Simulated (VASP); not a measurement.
Wanted: the native input for a VASP 6.6.1 run.

```yaml
Task: density of states
Functional: PBE
Potentials_or_basis: VASP PAW PBE potentials, release 64 (Na_pv, La, Mn_pv, Mo_sv, O)
Cutoff: 520 eV
k_mesh: 5 × 5 × 4
Occupations: fermi-dirac, width 0.05 eV
Spin: collinear spin, ferromagnetic start
Starting_moments: "[0.0, 0.0, 0.0, 0.0, 4.0, 4.0, 1.0, 1.0, 0.0, 0.0, 0.0, 0.0, 0.0, 0.0, 0.0, 0.0, 0.0, 0.0, 0.0, 0.0] μB"
k_mesh_for_the_DOS: 8 × 8 × 6
Occupations_for_the_DOS: tetrahedron
Further_INCAR_settings: ALGO = Normal; EDIFF = 1e-06; NBANDS = 101
```

NaLaMnMoO6:

```xyz
20
Lattice="5.4052 0.0014 0.0015 0.0746 5.4046 -0.0118 0.0304 -0.0143 8.2208" Properties=species:S:1:pos:R:3 pbc="T T T"
Na    2.7815    2.7347    2.0499
Na    2.7288    2.6570    6.1606
La    0.0738    0.0631    2.0551
La    5.4365    5.3286    6.1553
Mn    2.7026    0.0007    0.0007
Mn    0.0525    2.6951    4.1045
Mo    0.0373    2.7023   -0.0059
Mo    2.7178   -0.0065    4.1111
O     5.1705    2.9313    1.9060
O     0.3397    2.4604    6.3045
O     1.5424    1.5135    0.3942
O     3.9679    3.8782    7.8163
O     1.1984    4.3047    8.2077
O     4.3118    1.0870    0.0027
O     2.4937    0.2699    6.0216
O     3.0165    5.1218    2.1889
O     1.1608    4.2891    4.0933
O     4.3495    1.1026    4.1172
O     1.5486    1.5136    3.7103
O     3.9617    3.8780    4.5001
```

The cell was built by a generator and needn't be a form met in nature.

One way to write it, as run:

POSCAR

```
NaLaMnMoO6
1.0
    5.4052300000      0.0014200000      0.0014600000
    0.0745900000      5.4046000000     -0.0117500000
    0.0304100000     -0.0143300000      8.2207500000
Na La Mn Mo O
2 2 2 2 12
Direct
    0.5061900000      0.5065300000      0.2499900000
    0.4938100000      0.4934700000      0.7500100000
    0.0120700000      0.0123300000      0.2500100000
    0.9879300000      0.9876700000      0.7499900000
    0.5000000000      0.0000000000      0.0000000000
    0.0000000000      0.5000000000      0.5000000000
    0.0000000000      0.5000000000      0.0000000000
    0.5000000000      0.0000000000      0.5000000000
    0.9477800000      0.5427400000      0.2324600000
    0.0522200000      0.4572600000      0.7675400000
    0.2812100000      0.2800900000      0.0483000000
    0.7187900000      0.7199100000      0.9517000000
    0.2050700000      0.7990800000      0.9995200000
    0.7949300000      0.2009200000      0.0004800000
    0.4565200000      0.0517600000      0.7324800000
    0.5434800000      0.9482400000      0.2675200000
    0.2009700000      0.7948700000      0.4990200000
    0.7990300000      0.2051300000      0.5009800000
    0.2800700000      0.2811900000      0.4516900000
    0.7199300000      0.7188100000      0.5483100000
```

INCAR.step1

```
SYSTEM = NaLaMnMoO6
ALGO     = Normal         ! electronic algorithm
EDIFF    = 1E-6           ! SCF threshold, eV
ENCUT    = 520            ! plane-wave cutoff, eV
GGA      = PE             ! functional
ISIF     = 2              ! what is computed and relaxed
ISMEAR   = -1             ! smearing method
ISPIN    = 2              ! spin polarisation
KPAR     = 4            
LASPH    = .TRUE.         ! aspherical terms in the spheres
LCHARG   = .TRUE.         ! write CHGCAR
LMAXMIX  = 6              ! l up to which the mixer works
LREAL    = .FALSE.        ! projectors in reciprocal space
LWAVE    = .FALSE.        ! write WAVECAR
MAGMOM   = 0 0 0 0 4 4 1 1 0 0 0 0 0 0 0 0 0 0 0 0 ! initial moments
NBANDS   = 101            ! bands
NELM     = 100            ! most SCF steps
PREC     = Accurate       ! precision mode
SIGMA    = 0.05           ! smearing width, eV
```

KPOINTS.step1

```
k-points
0
G
  5 5 4
  0 0 0
```

INCAR.step2

```
SYSTEM = NaLaMnMoO6
ALGO     = Normal         ! electronic algorithm
EDIFF    = 1E-6           ! SCF threshold, eV
ENCUT    = 520            ! plane-wave cutoff, eV
GGA      = PE             ! functional
ICHARG   = 11             ! starting density
ISIF     = 2              ! what is computed and relaxed
ISMEAR   = -5             ! smearing method
ISPIN    = 2              ! spin polarisation
KPAR     = 4            
LASPH    = .TRUE.         ! aspherical terms in the spheres
LCHARG   = .FALSE.        ! write CHGCAR
LMAXMIX  = 6              ! l up to which the mixer works
LORBIT   = 11             ! projections on sites
LREAL    = .FALSE.        ! projectors in reciprocal space
LWAVE    = .FALSE.        ! write WAVECAR
MAGMOM   = 0 0 0 0 4 4 1 1 0 0 0 0 0 0 0 0 0 0 0 0 ! initial moments
NBANDS   = 101            ! bands
NEDOS    = 2001           ! points of the DOS
NELM     = 100            ! most SCF steps
PREC     = Accurate       ! precision mode
SIGMA    = 0.05           ! smearing width, eV
```

KPOINTS.step2

```
k-points
0
G
  8 8 6
  0 0 0
```

Potentials or basis: VASP PAW PBE potentials, release 64 (Na_pv, La, Mn_pv, Mo_sv, O).

Launch:

```sh
$ cat potpaw_PBE.64/Na_pv/POTCAR potpaw_PBE.64/La/POTCAR potpaw_PBE.64/Mn_pv/POTCAR potpaw_PBE.64/Mo_sv/POTCAR potpaw_PBE.64/O/POTCAR > POTCAR
$ cp INCAR.step1 INCAR
$ cp KPOINTS.step1 KPOINTS
$ mpirun -np 4 vasp_std > vasp.out
$ cp INCAR.step2 INCAR
$ cp KPOINTS.step2 KPOINTS
$ mpirun -np 4 vasp_std > vasp.out
```

Results of the run:

```yaml
Net_moment: -0.54 μB per cell
Site_moments: Na +0.00; La +0.00; Mn -0.34, -0.33; Mo +0.06, +0.02; O -0.00, -0.01, +0.02 μB
Valence_electrons_inside_the_program's_atomic_spheres: Na 6.03; La 8.47; Mn 11.58, 11.57; Mo 12.33, 12.32; O 5.00, 5.01, 5.04
```

Caveat: the moment fell far below its start of 4 μB, so a state of higher moment may lie lower in energy; semilocal functionals often make such compounds metallic where correlation or magnetic order opens a gap, which also shifts bond lengths.

Run time: 92 min on 4 MPI ranks on Intel(R) Xeon(R) 6975P-C (Granite Rapids), with other jobs on the host, peak memory 5.2 GiB a rank.
